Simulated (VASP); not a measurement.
# YSi2: formation energy of a point defect, part 4 of 5

Wanted: what a point defect costs in YSi2 and how the lattice relaxes round it. The start is a cell from a database of measured crystal structures.

VASP 6.6.1, plane waves and PAW; the level of theory is named at each step.

So far. Step 5 (Reference Si): The run ended after 3 ionic steps, 0.003 eV below its first step, once forces and stress met EDIFFG = -0.02. Step 5 (Reference Si): Energy at zero smearing: -11.91600 eV.

## (6) Reference Y

This step: LDA; plane waves and PAW (Y_sv) (VASP 6.6.1).

System of this step: Y. The structure is hexagonal, space group P6_3/mmc (No. 194). The conventional cell has a = 3.650 Å, b = 3.650 Å, c = 5.734 Å, α = 90.00°, β = 90.00°, γ = 120.00°. Nearest to Y lie 12 Y at 3.56 to 3.65 Å.

Y is not exchanged here; its energy serves the host's formation enthalpy.

File INCAR:

```
SYSTEM = Y
PREC = Normal
ENCUT = 320
EDIFF = 1E-05
NELM = 120
ISMEAR = 1
SIGMA = 0.1
LREAL = Auto
ALGO = Fast
GGA = CA
NBANDS = 17
LORBIT = 11
LWAVE = .FALSE.
LCHARG = .FALSE.
KPAR = 4
IBRION = 2
NSW = 25
ISIF = 3
EDIFFG = -0.02
POTIM = 0.4
```

File POSCAR:

```
Y
1.0
    3.6500000000      0.0000000000      0.0000000000
   -1.8250000000      3.1609927238      0.0000000000
    0.0000000000      0.0000000000      5.7341500000
Y
2
Direct
    0.0000000000      0.0000000000      0.0000000000
    0.3333333333      0.6666666667      0.5000000000
```

File KPOINTS:

```
Automatic mesh
0
Gamma
8 8 5
0 0 0
```

Potentials, in the order of the species: Y_sv (LDA family, release 64).

Started as:

```sh
$ mpirun -np 4 vasp_std
```

The log of the run:

```text
[banner, memory and clock lines left out]
running    4 mpi-ranks, on    1 nodes
 distrk:  each k-point on    1 cores,    4 groups
 distr:  one band on    1 cores,    1 groups

 POSCAR found type information on POSCAR Y
 POSCAR found :  1 types and       2 ions
 [... a notice as in an earlier step ...]

 LDA part: xc-table for (Slater(with rela. corr.)+CA(PZ))
 , standard interpolation
 POSCAR, INCAR and KPOINTS ok, starting setup
 FFT: planning ... GRIDC
 FFT: planning ... GRID_SOFT
 FFT: planning ... GRID
 WAVECAR not read
 entering main loop
       N       E                     dE             d eps       ncg     rms          rms(c)
DAV:   1     0.591290582026E+02    0.59129E+02   -0.88108E+03  1036   0.862E+02
DAV:   2    -0.959964787494E+01   -0.68729E+02   -0.67968E+02  1328   0.202E+02
DAV:   3    -0.141696306681E+02   -0.45700E+01   -0.45337E+01  1753   0.326E+01
DAV:   4    -0.142487406389E+02   -0.79110E-01   -0.79081E-01  1283   0.477E+00
DAV:   5    -0.142501959445E+02   -0.14553E-02   -0.14551E-02  1492   0.530E-01    0.331E+01
RMM:   6    -0.138771423891E+02    0.37305E+00   -0.40302E-01  1078   0.357E+00    0.206E+01
RMM:   7    -0.138053305516E+02    0.71812E-01   -0.98113E-01  1155   0.543E+00    0.165E+00
RMM:   8    -0.137884417203E+02    0.16889E-01   -0.14063E-01  1126   0.224E+00    0.567E-01
RMM:   9    -0.137904922429E+02   -0.20505E-02   -0.25902E-02  1346   0.668E-01    0.631E-01
RMM:  10    -0.137940133593E+02   -0.35211E-02   -0.12114E-02  1459   0.428E-01    0.261E+00
RMM:  11    -0.137905238920E+02    0.34895E-02   -0.55488E-03  1210   0.631E-01    0.326E-01
RMM:  12    -0.137907264714E+02   -0.20258E-03   -0.60621E-04  1348   0.140E-01    0.464E-01
RMM:  13    -0.137906948728E+02    0.31599E-04   -0.33905E-04  1319   0.820E-02    0.266E-01
RMM:  14    -0.137906657246E+02    0.29148E-04   -0.17084E-04  1234   0.800E-02    0.192E-02
RMM:  15    -0.137906724751E+02   -0.67505E-05   -0.76887E-05   954   0.317E-02
   1 F= -.13790672E+02 E0= -.13789346E+02  d E =-.137907E+02
 curvature:   0.00 expect dE= 0.000E+00 dE for cont linesearch  0.000E+00
 trial: gam= 0.00000 g(F)=  0.725E-47 g(S)=  0.160E+00 ort = 0.000E+00 (trialstep = 0.100E+01)
 search vector abs. value=  0.160E+00
 bond charge predicted
       N       E                     dE             d eps       ncg     rms          rms(c)
DAV:   1    -0.155838055060E+02   -0.17931E+01   -0.35040E+01  1535   0.379E+01    0.922E+00
RMM:   2    -0.140413956432E+02    0.15424E+01   -0.25546E+00  1091   0.112E+01    0.428E+00
RMM:   3    -0.137209007074E+02    0.32049E+00   -0.32909E+00  1166   0.105E+01    0.396E+00
RMM:   4    -0.137972801826E+02   -0.76379E-01   -0.52493E-01  1271   0.380E+00    0.736E-01
RMM:   5    -0.138397394584E+02   -0.42459E-01   -0.22106E-01  1425   0.167E+00    0.669E-01
RMM:   6    -0.138693238327E+02   -0.29584E-01   -0.80744E-02  1455   0.107E+00    0.233E-01
RMM:   7    -0.138783041792E+02   -0.89803E-02   -0.44581E-02  1462   0.642E-01    0.192E-01
RMM:   8    -0.138794153355E+02   -0.11112E-02   -0.80362E-03  1456   0.350E-01    0.974E-02
RMM:   9    -0.138797898378E+02   -0.37450E-03   -0.27861E-03  1373   0.183E-01    0.125E-01
RMM:  10    -0.138799052035E+02   -0.11537E-03   -0.86963E-04  1315   0.109E-01    0.118E-01
RMM:  11    -0.138799724739E+02   -0.67270E-04   -0.29375E-04  1206   0.107E-01    0.112E-01
RMM:  12    -0.138801523690E+02   -0.17990E-03   -0.63290E-04  1252   0.212E-01    0.215E-01
RMM:  13    -0.138800742904E+02    0.78079E-04   -0.12994E-04  1093   0.714E-02    0.119E-01
RMM:  14    -0.138800550967E+02    0.19194E-04   -0.12632E-04  1118   0.757E-02    0.441E-02
RMM:  15    -0.138800573451E+02   -0.22484E-05   -0.52585E-05   922   0.352E-02
   2 F= -.13880057E+02 E0= -.13878294E+02  d E =-.893849E-01
[...]
3 F= -.13880807E+02 E0= -.13879096E+02  d E =-.901343E-01
[...]
4 F= -.13880765E+02 E0= -.13879034E+02  d E =-.900928E-01
[...]
5 F= -.13880984E+02 E0= -.13879295E+02  d E =-.219100E-03
 trial-energy change:   -0.000219  1 .order   -0.000235   -0.000276   -0.000194
 step:   3.3938(harm=  3.3938)  dis= 0.00000  next Energy=   -13.881228 (dE=-0.462E-03)
 bond charge predicted
       N       E                     dE             d eps       ncg     rms          rms(c)
DAV:   1    -0.138846742709E+02   -0.36928E-02   -0.17159E-01  1026   0.303E+00    0.315E-01
RMM:   2    -0.138820593496E+02    0.26149E-02   -0.44705E-03  1080   0.486E-01    0.201E-01
RMM:   3    -0.138811231431E+02    0.93621E-03   -0.23243E-03  1130   0.334E-01    0.137E-01
RMM:   4    -0.138811867188E+02   -0.63576E-04   -0.58476E-04  1235   0.128E-01    0.503E-02
RMM:   5    -0.138812028197E+02   -0.16101E-04   -0.22492E-04  1233   0.695E-02    0.257E-02
RMM:   6    -0.138812072289E+02   -0.44092E-05   -0.59804E-05   865   0.306E-02
   6 F= -.13881207E+02 E0= -.13879687E+02  d E =-.441977E-03
 curvature:  -1.54 expect dE=-0.669E-04 dE for cont linesearch -0.906E-05
 trial: gam=-0.17434 g(F)=  0.160E-47 g(S)=  0.433E-04 ort = 0.382E-04 (trialstep = 0.149E+01)
 search vector abs. value=  0.376E-04
 reached required accuracy - stopping structural energy minimisation
```

It took 12 s on 4 MPI ranks of Intel Xeon Platinum 8488C (Sapphire Rapids), shared host; peak memory 0.54 GiB.

Parts of OUTCAR (step 6):

```text
   k-points           NKPTS =     30   k-points in BZ     NKDIM =     30   number of bands    NBANDS=     17

   ENCUT  =  320.0 eV  23.52 Ry    4.85 a.u.   5.32  5.32  8.36*2*pi/ulx,y,z

   NELECT =      22.0000    total number of electrons

 E-fermi :   3.3056

 k-point     1 :       0.0000    0.0000    0.0000
  band No.  band energies     occupation
    ...
      6     -18.6327      2.00000
      7     -18.6327      2.00000
      8     -18.5920      2.00000
      9      -1.4897      2.00000
     10       1.2923      2.00000
     11       4.5921     -0.00000
     12       5.1220     -0.00000
     13       5.1220     -0.00000
     14       5.4026      0.00000
     15       5.7896      0.00000
    ...

  Total       -0.0310821     -0.0310821     -0.0176905      0.0000000      0.0000000      0.0000000
  in kB       -0.8374788     -0.8374788     -0.4766548      0.0000000      0.0000000      0.0000000
  external PRESSURE =      -0.7172042 kB  Pullay stress =       0.0000000 kB

 POSITION                                       TOTAL-FORCE (eV/Angst)
 -----------------------------------------------------------------------------------
      0.00000     -0.00000      0.00000         0.000000      0.000000     -0.000000
     -0.00000      2.03025      2.77629        -0.000000     -0.000000      0.000000
 -----------------------------------------------------------------------------------
    total drift:                                0.000000     -0.000000     -0.000000

  FREE ENERGIE OF THE ION-ELECTRON SYSTEM (eV)
  ---------------------------------------------------
  free  energy   TOTEN  =       -13.8812072289 eV

  energy  without entropy=      -13.8766465521  energy(sigma->0) =      -13.87968700

[... 1 part as in an earlier step ...]

[... 15 further parts left out ...]
```

After so large a change of volume the plane waves of the start cell no longer fit, so the final stress carries a basis-set error.

Relaxation path:

```
step  energy less that of the first step (eV)  largest force (eV/Å)  pressure (GPa)  volume (Å³)
   1                                   0.0000                0.0000           -4.02        66.16
   2                                  -0.0894                0.0000           -0.45        60.00
   3                                  -0.0901                0.0000            0.18        59.39
   4                                  -0.0901                0.0000           -0.21        59.57
   5                                  -0.0903                0.0000           -0.10        59.54
   6                                  -0.0905                0.0000           -0.07        59.46
```

```
conventional cell, symmetrised  before  after   change
                         a (Å)   3.650  3.516   -3.7 %
                         b (Å)   3.650  3.516   -3.7 %
                         c (Å)   5.734  5.553   -3.2 %
              volume (Å³/atom)   33.08  29.73  -10.1 %
```

The relaxed structure:

```xyz
2
Lattice="3.5165 0.0000 0.0000 -1.7582 3.0454 0.0000 0.0000 0.0000 5.5526" Properties=species:S:1:pos:R:3 pbc="T T T"
Y     0.0000    0.0000    0.0000
Y     0.0000    2.0303    2.7763
```

This step gave:

```yaml
electronic_cycles: 58
electrons: 22
free_energy_toten: -13.88 eV
energy_at_zero_smearing: -13.88 eV
fermi_energy: 3.306 eV
labelled_metallic_from_the_levels_on_this_mesh: yes
```

The run ended after 6 ionic steps, 0.091 eV below its first step, once forces and stress met EDIFFG = -0.02.

Energy at zero smearing: -13.87969 eV.

## (7) Relaxing the defect

This step: LDA; plane waves and PAW (Y_sv, Si, B) (VASP 6.6.1).

System of this step: Y12Si24B. The cell holds 37 atoms: 12 Y, 24 Si and 1 B. Its edges and angles: a = 7.972 Å, b = 7.972 Å, c = 16.830 Å, α = 110.2°, β = 110.2°, γ = 120.9°. It derives from YSi2. Nearest the centre at fractional (0.292, 0.083, 0.125): B37 at 0.00 Å, Si25 at 2.05 Å, Si26 at 2.05 Å, Y3 at 2.08 Å, Y1 at 2.08 Å, Si23 at 2.62 Å, Si24 at 2.62 Å, Y6 at 2.89 Å.

The host is treated as a metal, since its gap is under 0.3 eV or closed. The run keeps 2 symmetry operations, which cuts the number of k-points but bars distortions that break them. The atoms relax at the host's fixed cell.

File INCAR:

```
SYSTEM = Y12Si24B
PREC = Normal
ENCUT = 320
EDIFF = 1E-05
NELM = 120
ISMEAR = 1
SIGMA = 0.2
LREAL = Auto
ALGO = Fast
GGA = CA
LORBIT = 11
LWAVE = .FALSE.
LCHARG = .TRUE.
KPAR = 4
IBRION = 2
NSW = 50
ISIF = 2
EDIFFG = -0.03
POTIM = 0.4
MAXMIX = 40
ISYM = 2
```

File POSCAR:

```
Y12Si24B
1.0
   -6.0071833986      3.4682489523      3.9286570014
    6.0071833986     -3.4682489523      3.9286570014
    6.0071833986     10.4047468569    -11.7859710042
Y Si B
12 24 1
Direct
    0.0000000000      0.0000000000      0.0000000000
    0.5000000000      0.5000000000      0.0000000000
    0.5000000000      0.0000000000      0.1666666700
    0.0000000000      0.5000000000      0.1666666700
    0.0000000000      0.0000000000      0.3333333300
    0.5000000000      0.5000000000      0.3333333300
    0.5000000000      0.0000000000      0.5000000000
    0.0000000000      0.5000000000      0.5000000000
    0.0000000000      0.0000000000      0.6666666700
    0.5000000000      0.5000000000      0.6666666700
    0.5000000000      0.0000000000      0.8333333300
    0.0000000000      0.5000000000      0.8333333300
    0.4166666700      0.5833333300      0.1666666700
    0.9166666700      0.0833333300      0.1666666700
    0.9166666700      0.5833333300      0.3333333300
    0.4166666700      0.0833333300      0.3333333300
    0.4166666700      0.5833333300      0.5000000000
    0.9166666700      0.0833333300      0.5000000000
    0.9166666700      0.5833333300      0.6666666700
    0.4166666700      0.0833333300      0.6666666700
    0.4166666700      0.5833333300      0.8333333300
    0.9166666700      0.0833333300      0.8333333300
    0.9166666700      0.5833333300      0.0000000000
    0.4166666700      0.0833333300      0.0000000000
    0.5833333300      0.4166666700      0.1666666700
    0.0833333300      0.9166666700      0.1666666700
    0.0833333300      0.4166666700      0.3333333300
    0.5833333300      0.9166666700      0.3333333300
    0.5833333300      0.4166666700      0.5000000000
    0.0833333300      0.9166666700      0.5000000000
    0.0833333300      0.4166666700      0.6666666700
    0.5833333300      0.9166666700      0.6666666700
    0.5833333300      0.4166666700      0.8333333300
    0.0833333300      0.9166666700      0.8333333300
    0.0833333300      0.4166666700      0.0000000000
    0.5833333300      0.9166666700      0.0000000000
    0.2916666700      0.0833333300      0.1250000000
```

File KPOINTS:

```
Automatic mesh
0
Gamma
5 5 5
0 0 0
```

The projector-augmented-wave data sets are Y_sv, Si and B (LDA family, release 64).

Started as:

```sh
$ mpirun -np 4 vasp_std
```

The log of the run:

```text
[banner, memory and clock lines left out]
running    4 mpi-ranks, on    1 nodes
[...]
LDA part: xc-table for (Slater(with rela. corr.)+CA(PZ))
 , standard interpolation
 POSCAR, INCAR and KPOINTS ok, starting setup
[...]
entering main loop
       N       E                     dE             d eps       ncg     rms          rms(c)
DAV:   1     0.980582638486E+03    0.98058E+03   -0.79423E+04 10764   0.109E+03
DAV:   2    -0.157356735039E+03   -0.11379E+04   -0.10973E+04 12514   0.295E+02
DAV:   3    -0.257064456497E+03   -0.99708E+02   -0.97366E+02 14492   0.655E+01
DAV:   4    -0.266506995326E+03   -0.94425E+01   -0.93758E+01 16408   0.170E+01
[...]
RMM:  22    -0.252354971284E+03   -0.17062E-04   -0.18547E-04 10688   0.149E-02    0.111E-02
RMM:  23    -0.252354980517E+03   -0.92325E-05   -0.10645E-04  9506   0.120E-02    0.903E-03
RMM:  24    -0.252354986335E+03   -0.58180E-05   -0.70953E-05  8751   0.109E-02
   1 F= -.25235499E+03 E0= -.25234938E+03  d E =-.252355E+03
[...]
WARNING in EDDRMM: call to ZHEGV failed, returncode =   6  3     73
[...]
WARNING in EDDRMM: call to ZHEGV failed, returncode =   8  4    104
[...]
WARNING in EDDRMM: call to ZHEGV failed, returncode =   6  3     82
WARNING in EDDRMM: call to ZHEGV failed, returncode =   8  4     72
[...]
WARNING in EDDRMM: call to ZHEGV failed, returncode =   6  3     57
[...]
WARNING in EDDRMM: call to ZHEGV failed, returncode =   6  3     71
[... from here on, the cycles between the ionic steps are left out ...]
   2 F= -.25355788E+03 E0= -.25355095E+03  d E =-.120289E+01
[...]
WARNING in EDDRMM: call to ZHEGV failed, returncode =   8  4    114
[...]
WARNING in EDDRMM: call to ZHEGV failed, returncode =   8  4     83
[...]
WARNING in EDDRMM: call to ZHEGV failed, returncode =   8  4    113
WARNING in EDDRMM: call to ZHEGV failed, returncode =   6  3    118
[...]
WARNING in EDDRMM: call to ZHEGV failed, returncode =   6  3     74
[...]
WARNING in EDDRMM: call to ZHEGV failed, returncode =   8  4    114
   3 F= -.25370317E+03 E0= -.25369612E+03  d E =-.134818E+01
[...]
WARNING in EDDRMM: call to ZHEGV failed, returncode =   6  3    116
   4 F= -.25370515E+03 E0= -.25369808E+03  d E =-.135016E+01
[...]
WARNING in EDDRMM: call to ZHEGV failed, returncode =   8  4     60
[...]
WARNING in EDDRMM: call to ZHEGV failed, returncode =   6  3    119
   5 F= -.25375545E+03 E0= -.25374836E+03  d E =-.502991E-01
   6 F= -.25377780E+03 E0= -.25377069E+03  d E =-.726557E-01
   7 F= -.25379924E+03 E0= -.25379218E+03  d E =-.214385E-01
[...]
WARNING in EDDRMM: call to ZHEGV failed, returncode =   8  4     32
   8 F= -.25381161E+03 E0= -.25380469E+03  d E =-.338091E-01
[...]
hard stop encountered!  aborting job ...
[...]
|     The electronic self-consistency was not achieved in the given           |
[...]
soft stop encountered!  aborting job ...
   9 F= -.25383079E+03 E0= -.25382376E+03  d E =-.210923E-01
 deleting file STOPCAR
```

It took 51 min on 4 MPI ranks; peak memory 4 GiB.

[end of part 4 of 5]

[Lines on the potential files, build, host, timing and source positions are cut from VASP's logs without a mark.]

[Logs are printed without paths, hosts, clocks, repeated set-up lines and the standing remarks that a program may print on its own settings, such as how far it seeks lower states.]

[Hosts, paths, dates, database ids (printed as entryN), source tags and the programs' standing remarks are cut or masked in the printed files.]

[In band tables of VASP the shares of atoms and orbitals are scaled to a sum of 1 inside the atoms' spheres.]

[Runs that stopped without an error message from VASP are left out.]
